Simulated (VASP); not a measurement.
Calculation: PW91 GGA, VASP's PBE PAW potentials (set 64) (plane waves; VASP 6.6.1).

VASP input:

File POSCAR:
```
Rb
5.551670
 -0.5000000113   0.5000000113   0.5000000113
  0.5000000113  -0.5000000113   0.5000000113
  0.5000000113   0.5000000113  -0.5000000113
Rb
1
Cart
  0.0000000000   0.0000000000   0.0000000000
```

KPOINTS:
```
Automatic mesh
0
Gamma
 9 9 9
0 0 0
```

INCAR:
```
! general
SYSTEM  = Rb
PREC    = Accurate
ENCUT   = 520   ! plane-wave cut-off (eV)
LREAL   = .FALSE.   ! projection in real space or not
LASPH   = .TRUE.

! electronic loop
EDIFF   = 1E-7
NELM    = 100   ! most electronic steps
ALGO    = Normal   ! blocked Davidson
LMAXMIX = 4   ! l cut-off of mixed one-centre charges

! smearing
ISMEAR  = 1   ! Methfessel-Paxton
SIGMA   = 0.1   ! width (eV)

! functional
GGA     = 91   ! PW91

! ions
ISIF    = 2   ! forces and stress, cell fixed

! output
LWAVE   = .FALSE.
LCHARG  = .FALSE.
```

POTCAR, in this order: Rb_sv (PBE.64 set). Program: vasp_std.

What VASP printed:

### OSZICAR
```
       N       E                     dE             d eps       ncg     rms          rms(c)
DAV:   1     0.465573735711E+02    0.46557E+02   -0.32941E+03   560   0.815E+02
DAV:   2     0.139155356870E+01   -0.45166E+02   -0.44354E+02   664   0.136E+02
DAV:   3    -0.894602730363E+00   -0.22862E+01   -0.22858E+01   792   0.371E+01
DAV:   4    -0.938145845220E+00   -0.43543E-01   -0.43543E-01   936   0.439E+00
DAV:   5    -0.938394783038E+00   -0.24894E-03   -0.24894E-03   832   0.260E-01    0.111E+00
DAV:   6    -0.938131423642E+00    0.26336E-03   -0.25921E-03   920   0.351E-01    0.666E-01
DAV:   7    -0.938862453219E+00   -0.73103E-03   -0.46153E-03   672   0.475E-01    0.552E-02
DAV:   8    -0.939047419026E+00   -0.18497E-03   -0.23304E-04   784   0.137E-01    0.202E-02
DAV:   9    -0.939067057443E+00   -0.19638E-04   -0.20411E-05   848   0.377E-02    0.587E-03
DAV:  10    -0.939068574723E+00   -0.15173E-05   -0.69738E-06   784   0.176E-02    0.118E-03
DAV:  11    -0.939068647052E+00   -0.72329E-07   -0.16124E-07   888   0.292E-03
   1 F= -.93906865E+00 E0= -.93870076E+00  d E =-.110365E-02
```

### OUTCAR
```
------------------------ aborting loop because EDIFF is reached ----------------------------------------
  FORCE on cell =-STRESS in cart. coord.  units (eV):
  Direction    XX          YY          ZZ          XY          YZ          ZX
  --------------------------------------------------------------------------------------
  Total        0.0959367      0.0959367      0.0959367      0.0000000     -0.0000000      0.0000000
  in kB        1.7966129      1.7966129      1.7966129      0.0000000     -0.0000000      0.0000000
  external PRESSURE =       1.7966129 kB  Pullay stress =       0.0000000 kB
  volume of cell :       85.55
      direct lattice vectors                 reciprocal lattice vectors
    -2.775835063  2.775835063  2.775835063     0.000000000  0.180125976  0.180125976
     2.775835063 -2.775835063  2.775835063     0.180125976  0.000000000  0.180125976
     2.775835063  2.775835063 -2.775835063     0.180125976  0.180125976  0.000000000
 POSITION                                       TOTAL-FORCE (eV/Angst)
 -----------------------------------------------------------------------------------
      0.00000      0.00000      0.00000         0.000000      0.000000      0.000000
 -----------------------------------------------------------------------------------
    total drift:                               -0.000000      0.000000      0.000000
  FREE ENERGIE OF THE ION-ELECTRON SYSTEM (eV)
  ---------------------------------------------------
  free  energy   TOTEN  =        -0.9390686471 eV

  energy  without entropy=       -0.9379649937  energy(sigma->0) =       -0.93870076
```
(Selected blocks of OUTCAR.)

The compound is Rb in the bcc structure. This cell is one point of a volume scan, at 0.94 of the reference volume.
